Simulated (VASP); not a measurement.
Consider the following.

```xyz
3
Lattice="1.5358 -2.6601 0.0000 1.5358 2.6601 0.0000 0.0000 0.0000 3.4734" Properties=species:S:1:pos:R:3 pbc="T T T"
Mg     0.0000     0.0000     0.0000
B      1.5358     0.8867     1.7367
B      1.5358    -0.8867     1.7367
```

These are PBEsol GGA, VASP's PBE PAW potentials (set 64) (plane waves; VASP 6.6.1) values and carry that method's errors. Run with 520 eV cut-off, 10×10×8 Γ-centred mesh, first-order Methfessel-Paxton smearing of 0.10 eV, potentials Mg B.

Q: What does the run give for the energy per atom (σ→0), band gap (on the k-mesh) with the smallest direct gap where there is one?

A: 
band gap (on the k-mesh): none (metal, semimetal or under 0.01 eV)
energy per atom (σ→0): -521.7 kJ/mol of atoms

Only differences to runs with the same potentials and settings are physical.

The compound is MgB2 in the AlB2 type structure. It was relaxed first. The start is the result of an earlier pass.
